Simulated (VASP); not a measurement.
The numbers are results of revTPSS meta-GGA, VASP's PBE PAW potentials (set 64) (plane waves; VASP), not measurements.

Input for VASP

### POSCAR
```
Pd
1.0
  0.0000000000   1.9201971387   1.9201971387
  1.9201971387   0.0000000000   1.9201971387
  1.9201971387   1.9201971387   0.0000000000
Pd
1
Cartesian
  0.0000000000   0.0000000000   0.0000000000
```

**INCAR**
```
METAGGA=RTPSS
SYSTEM=Pd
LREAL=.FALSE.   ! projection in real space or not
LASPH=.TRUE.   ! aspherical one-centre terms
LWAVE=.FALSE.
ISIF=2   ! forces and stress, cell fixed
ALGO=Normal   ! blocked Davidson
SIGMA=0.1   ! width (eV)
NELM=100   ! most electronic steps
PREC=Accurate
EDIFF=1E-7   ! SCF stop (eV)
ISMEAR=1   ! Methfessel-Paxton
LMAXMIX=4   ! l cut-off of mixed one-centre charges
LCHARG=.FALSE.
LMIXTAU=.TRUE.
ENCUT=520   ! plane-wave cut-off (eV)
```

KPOINTS:
```
Regular mesh
0
gamma
 16 16 16
0 0 0
```

POTCAR, in this order: Pd (PBE.64 set). Program: vasp_std.

Output of the run:

**OSZICAR**
```
       N       E                     dE             d eps       ncg     rms          rms(c)
DAV:   1     0.707780299185E+02    0.70778E+02   -0.61127E+03  2698   0.126E+03
DAV:   2     0.164766393254E+02   -0.54301E+02   -0.52829E+02  2931   0.263E+02
DAV:   3     0.155593443268E+02   -0.91729E+00   -0.90376E+00  4295   0.419E+01
DAV:   4     0.155520621469E+02   -0.72822E-02   -0.72791E-02  3715   0.312E+00
DAV:   5     0.155519674686E+02   -0.94678E-04   -0.94666E-04  4492   0.348E-01    0.102E+01
DAV:   6     0.956051445134E+01   -0.59915E+01   -0.86302E+00  2665   0.397E+01    0.516E+00
DAV:   7     0.963301530987E+01    0.72501E-01   -0.10477E+00  2843   0.941E+00    0.258E+00
DAV:   8     0.965814819241E+01    0.25133E-01   -0.24319E-01  2750   0.427E+00    0.131E+00
DAV:   9     0.964688002234E+01   -0.11268E-01   -0.28438E-02  2734   0.159E+00    0.664E-01
DAV:  10     0.963964517192E+01   -0.72349E-02   -0.44047E-02  2865   0.208E+00    0.253E-01
DAV:  11     0.963960720098E+01   -0.37971E-04   -0.17562E-04  3612   0.169E-01    0.228E-01
DAV:  12     0.963994485367E+01    0.33765E-03   -0.19234E-03  2673   0.425E-01    0.965E-02
DAV:  13     0.963956678131E+01   -0.37807E-03   -0.94041E-04  2659   0.291E-01    0.810E-03
DAV:  14     0.963957638528E+01    0.96040E-05   -0.11122E-05  2901   0.394E-02    0.124E-02
DAV:  15     0.963957147132E+01   -0.49140E-05   -0.75036E-07  2754   0.120E-02    0.583E-03
DAV:  16     0.963957149395E+01    0.22630E-07   -0.13689E-06  2750   0.104E-02    0.728E-04
DAV:  17     0.963957121262E+01   -0.28133E-06   -0.21069E-08  1477   0.175E-03    0.326E-04
DAV:  18     0.963957139552E+01    0.18290E-06   -0.45084E-09  1353   0.616E-04    0.176E-04
DAV:  19     0.963957133855E+01   -0.56965E-07   -0.19073E-09  1351   0.512E-04
   1 F= 0.96395713E+01 E0= 0.96395753E+01  d E =-.118704E-04
```

OUTCAR:
```
------------------------ aborting loop because EDIFF is reached ----------------------------------------
  FORCE on cell =-STRESS in cart. coord.  units (eV):
  Direction    XX          YY          ZZ          XY          YZ          ZX
  --------------------------------------------------------------------------------------
  Total        0.6015987      0.6015987      0.6015987      0.0000000      0.0000000      0.0000000
  in kB       68.0690994     68.0690994     68.0690994      0.0000000      0.0000000      0.0000000
  external PRESSURE =      68.0690994 kB  Pullay stress =       0.0000000 kB
  volume of cell :       14.16
      direct lattice vectors                 reciprocal lattice vectors
     0.000000000  1.920197139  1.920197139    -0.260389931  0.260389931  0.260389931
     1.920197139  0.000000000  1.920197139     0.260389931 -0.260389931  0.260389931
     1.920197139  1.920197139  0.000000000     0.260389931  0.260389931 -0.260389931
 POSITION                                       TOTAL-FORCE (eV/Angst)
 -----------------------------------------------------------------------------------
      0.00000      0.00000      0.00000        -0.000000      0.000000      0.000000
 -----------------------------------------------------------------------------------
    total drift:                                0.000000      0.000000      0.000000
  FREE ENERGIE OF THE ION-ELECTRON SYSTEM (eV)
  ---------------------------------------------------
  free  energy   TOTEN  =         9.6395713386 eV

  energy  without entropy=        9.6395832090  energy(sigma->0) =        9.63957530
```
(Selected blocks of OUTCAR.)

OUTCAR:
```
 val. band max:       10.4238264025   @ k =   0.5000   0.1250   0.0000

 cond. band min:      10.4347630849   @ k =  -0.3125   0.3750   0.1875


 Fermi energy:        10.4328140302

 k-point     1 :       0.0000    0.0000    0.0000
  band No.  band energies     occupation
      1       2.9015      2.00000
      2       7.3769      2.00000
      3       7.3769      2.00000
      4       7.3769      2.00000
      5       9.0806      2.00000
      6       9.0806      2.00000
      7      27.5759      0.00000
      8      32.6418      0.00000
      9      32.6418      0.00000

 k-point     2 :       0.0625    0.0000    0.0000
  band No.  band energies     occupation
      1       3.0486      2.00000
      2       7.3211      2.00000
      3       7.4296      2.00000
      4       7.4296      2.00000
      5       9.0543      2.00000
      6       9.0543      2.00000
      7      27.7431      0.00000
      8      31.6604      0.00000
      9      32.8202      0.00000

 k-point     3 :       0.1250    0.0000    0.0000
  band No.  band energies     occupation
      1       3.4680      2.00000
      2       7.1900      2.00000
      3       7.5607      2.00000
      4       7.5607      2.00000
      5       9.0064      2.00000
      6       9.0064      2.00000
      7      28.0984      0.00000
      8      29.8357      0.00000
      9      33.3236      0.00000

 k-point     4 :       0.1875    0.0000    0.0000
  band No.  band energies     occupation
      1       4.0703      2.00000
      2       7.1046      2.00000
      3       7.6792      2.00000
      4       7.6792      2.00000
      5       9.0349      2.00000
      6       9.0349      2.00000
      7      27.3568      0.00000
      8      28.8607      0.00000
      9      34.0478      0.00000

 k-point     5 :       0.2500    0.0000    0.0000
  band No.  band energies     occupation
      1       4.6275      2.00000
      2       7.3216      2.00000
      3       7.6769      2.00000
...
```

The compound is Pd in the fcc structure. This cell is one point of a volume scan, at 0.97 of the reference volume.
